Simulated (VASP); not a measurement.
All values below come from PBEsol GGA, VASP's PBE PAW potentials (set 64) (plane waves; VASP).

VASP ran on this input.

File KPOINTS:
```
k-points along high-symmetry lines
15
Line-mode
Reciprocal
  0.000000   0.000000   0.000000 ! GAMMA
  0.500000   0.000000   0.500000 ! X

  0.500000   0.000000   0.500000 ! X
  0.625000   0.250000   0.625000 ! U

  0.375000   0.375000   0.750000 ! K
  0.000000   0.000000   0.000000 ! GAMMA

  0.000000   0.000000   0.000000 ! GAMMA
  0.500000   0.500000   0.500000 ! L

  0.500000   0.500000   0.500000 ! L
  0.500000   0.250000   0.750000 ! W

  0.500000   0.250000   0.750000 ! W
  0.500000   0.000000   0.500000 ! X
```

INCAR:
```
SYSTEM = PbF2
PREC = Accurate; ENCUT = 520; LREAL = .False.
LASPH = .True.; ICHARG = 11
EDIFF = 1E-7; NELM = 100; ALGO = Normal
LMAXMIX = 4
ISMEAR = 0; SIGMA = 0.05
GGA = PS
LWAVE = .False.; LCHARG = .False.; LORBIT = 11
```

### POSCAR
```
PbF2
1.0
  0.0000000000   2.9468787890   2.9468787890
  2.9468787890   0.0000000000   2.9468787890
  2.9468787890   2.9468787890   0.0000000000
Pb F
1 2
Cartesian
  0.0000000000   0.0000000000   0.0000000000
  1.4734393945   1.4734393945   1.4734393945
  4.4203181835   4.4203181835   4.4203181835
```

POTCAR, in this order: Pb_d F (PBE.64 set). Program: vasp_std. Read from the step before: CHGCAR.

Output

**OSZICAR**
```
       N       E                     dE             d eps       ncg     rms          rms(c)
DAV:   1     0.297261728167E+03    0.29726E+03   -0.15053E+04  3258   0.180E+03
DAV:   2     0.127776967357E+02   -0.28448E+03   -0.27466E+03  3748   0.457E+02
DAV:   3    -0.138292991395E+02   -0.26607E+02   -0.26025E+02  3750   0.150E+02
DAV:   4    -0.147603190810E+02   -0.93102E+00   -0.92855E+00  3484   0.286E+01
DAV:   5    -0.147907336128E+02   -0.30415E-01   -0.30412E-01  3630   0.536E+00
DAV:   6    -0.147923722383E+02   -0.16386E-02   -0.16386E-02  4104   0.118E+00
DAV:   7    -0.147924366280E+02   -0.64390E-04   -0.64389E-04  3850   0.188E-01
DAV:   8    -0.147924396726E+02   -0.30446E-05   -0.30446E-05  4044   0.323E-02
DAV:   9    -0.147924397605E+02   -0.87928E-07   -0.87924E-07  2294   0.415E-03
   1 F= -.14792440E+02 E0= -.14792440E+02  d E =-.177681E-18
```

OUTCAR:
```
 val. band max:        1.9487172300   @ k =   0.5000   0.2500   0.7500

 cond. band min:       6.2480622194   @ k =   0.5000   0.0000   0.5000



 k-point     1 :       0.0000    0.0000    0.0000
  band No.  band energies     occupation
      1     -19.1706      2.00000
      2     -18.4979      2.00000
      3     -12.4383      2.00000
      4     -12.4383      2.00000
      5     -12.4383      2.00000
      6     -12.3664      2.00000
      7     -12.3664      2.00000
      8      -2.7641      2.00000
      9      -0.6418      2.00000
     10      -0.6417      2.00000
     11      -0.6417      2.00000
     12      -0.1363      2.00000
     13      -0.1363      2.00000
     14      -0.1363      2.00000
     15       8.6362      0.00000
     16       8.6362      0.00000
     17       8.6362      0.00000
     18      12.4983      0.00000

 k-point     2 :       0.0357    0.0000    0.0357
  band No.  band energies     occupation
      1     -19.1664      2.00000
      2     -18.5012      2.00000
      3     -12.4371      2.00000
      4     -12.4371      2.00000
      5     -12.4348      2.00000
      6     -12.3668      2.00000
      7     -12.3661      2.00000
      8      -2.8000      2.00000
      9      -0.6634      2.00000
     10      -0.6634      2.00000
     11      -0.6311      2.00000
     12      -0.1250      2.00000
     13      -0.1250      2.00000
     14      -0.1019      2.00000
     15       8.5543      0.00000
     16       8.6540      0.00000
     17       8.6540      0.00000
     18      12.6208      0.00000

 k-point     3 :       0.0714    0.0000    0.0714
  band No.  band energies     occupation
      1     -19.1557      2.00000
      2     -18.5112      2.00000
      3     -12.4336      2.00000
      4     -12.4336      2.00000
      5     -12.4246      2.00000
      6     -12.3682      2.00000
      7     -12.3651      2.00000
      8      -2.9018      2.00000
      9      -0.7234      2.00000
     10      -0.7234      2.00000
...
```

The density is held fixed in this step, so its total energy and stress have no physical meaning. Unless said otherwise, spin-orbit coupling is left out, though it shifts the bands of the heavy elements here.

The compound is PbF2 in the fluorite structure, the β form. It was relaxed first.
